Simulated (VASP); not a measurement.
VASP input:

**POSCAR**
```
WSi2
4.5254030
 -0.3546645459   0.3546645459   0.8651163222
  0.3546645459  -0.3546645459   0.8651163222
  0.3546645459   0.3546645459  -0.8651163222
Si W
2 1
Cartesian
 -0.0000000000   0.0000000000   1.1506047086
  0.0000000000  -0.0000000000   0.5796279359
  0.0000000000   0.0000000000   0.0000000000
```

### KPOINTS
```
Automatic mesh
0
gamma
  12 12 12
0 0 0
```

INCAR:
```
SYSTEM = WSi2
PREC = Accurate; ENCUT = 210; LREAL = .FALSE.
LASPH = .TRUE.
EDIFF = 1E-6; NELM = 100; ALGO = Normal
LMAXMIX = 6
ISMEAR = -1; SIGMA = 0.1
GGA = PE
ISIF = 2
LWAVE = .FALSE.; LCHARG = .FALSE.
```

POTCAR, in this order: Si W_sv (PBE.64 set). Program: vasp_std.

Q: Translate this PBE calculation to Ansatz.

A: One equivalent input (not run):
Ansatz 0.2 input:
```yaml
crystal:
  lattice:
    - [-1.6050000, 1.6050000, 3.9150000]
    - [1.6050000, -1.6050000, 3.9150000]
    - [1.6050000, 1.6050000, -3.9150000]
  atoms:
    - { symbol: Si, position: [0.6650000, 0.6650000, 0.0000000] }
    - { symbol: Si, position: [0.3350000, 0.3350000, 0.0000000] }
    - { symbol: W, position: [0.0000000, 0.0000000, 0.0000000] }
kpoints:
  mp_grid: { grid: [12, 12, 12] }
hamiltonian:
  xc: pbe
  pseudopotentials: { kind: paw }
scf:
  occupations: { method: fermi_dirac, width: 0.1 }
  max_iter: 100
output: { forces: true, stress: true, eigenvalues: true }
```
What does not carry over: each code has its own PAW files, so the cut-off isn't converted (ENCUT is set for VASP's; basis.ecutwfc is left out, and Ansatz then takes the one that its files recommend); Ansatz stops its SCF on the density residual and VASP on the energy change (EDIFF).

The structure is a typed WSi2 crystal. The cell was not relaxed at this level. The run is one of a series of settings (ENCUT = 210 against the base run), some of them coarse on purpose.
